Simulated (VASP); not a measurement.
Consider the following.

```
FeGe
1.0
    4.53698     0.00000     0.00000
    0.00000     4.53698     0.00000
    0.00000     0.00000     4.53698
Fe Ge
4 4
Direct
  0.86507   0.63493   0.36507
  0.36507   0.86507   0.63493
  0.13493   0.13493   0.13493
  0.63493   0.36507   0.86507
  0.16144   0.33856   0.66144
  0.66144   0.16144   0.33856
  0.83856   0.83856   0.83856
  0.33856   0.66144   0.16144
```

The numbers are results of LDA (Ceperley-Alder, Perdew-Zunger), VASP's LDA PAW potentials (set 64) (plane waves; VASP), not measurements. Numerical set-up: 400 eV cut-off, 6×6×6 Γ-centred mesh, tetrahedra with Blöchl corrections, potentials Fe Ge_d.

Problem. Predict the energy per atom (σ→0).

Solution. 
The energy per atom (σ→0) is -7.482 eV/atom.

The compound is FeGe in the B20 structure. It was relaxed first, which changed the volume by -10 %. The run is not spin-polarised, so no magnetic state was tried.
